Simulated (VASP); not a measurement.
Input:

```
TiN
1.0
    0.00000     2.09513     2.09513
    2.09513     0.00000     2.09513
    2.09513     2.09513     0.00000
Ti N
1 1
Direct
  0.00000   0.00000   0.00000
  0.50000   0.50000   0.50000
```

Level of theory: MS2 meta-GGA, VASP's PBE PAW potentials (set 64) (plane waves; VASP). Run with 520 eV cut-off, 15×15×15 Γ-centred mesh, first-order Methfessel-Paxton smearing of 0.10 eV, potentials Ti_sv N.

### Question
Give the stress tensor in GPa (positive for a compressed cell).

### Answer

```
9.62  0.00  0.00
0.00  9.62  0.00
0.00  0.00  9.62
```
The pressure is its mean diagonal, 9.62 GPa.

The compound is TiN in the rock salt structure. This cell is one point of a volume scan, at 0.97 of the reference volume. The electron count is odd and the run is not spin-polarised, which forces a metal.
